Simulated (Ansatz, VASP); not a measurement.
## Two plane-wave programs on Be6N

```
CELL_PARAMETERS angstrom
6.38506 0.00000 0.00000
-3.19253 5.52962 0.00000
0.00000 0.00000 2.03078
ATOMIC_POSITIONS crystal
Be 0.00000 0.33438 0.50000
Be 0.66562 0.66562 0.50000
Be 0.33438 0.00000 0.50000
Be 0.00000 0.66562 0.50000
Be 0.33438 0.33438 0.50000
Be 0.66562 0.00000 0.50000
N 0.00000 0.00000 0.00000
```

Change from the starting cell: species swapped into the LiC6 type (P6/mmm, No. 191).

Alike in both runs: functional PBE; k mesh 6 × 6 × 18; occupations gaussian, width 0.1 eV; no spin polarisation.

Ansatz relaxed the structure, and its values are those at the end. VASP's run is a single point on that final structure, the one shown.

|  | VASP | Ansatz |
| --- | --- | --- |
| version | VASP 6.6.1 | Ansatz 0.2.0 |
| potentials or method | VASP PAW PBE potentials, release 64 (Be, N) | scalar-relativistic, plane waves, PAW |
| plane-wave cutoff (eV) | 520 | 420 |
| valence electrons in the cell | 17 | 17 |

```csv
,VASP,Ansatz,Ansatz less VASP
gap on the k mesh at the Fermi level (eV),none,none,-
pressure (GPa),0.1,0.0,-0.03
```

A gap of «none» marks a metal or a gap that the smearing closes. The functional is the same, so the differences come from potentials, cutoffs and numerics.
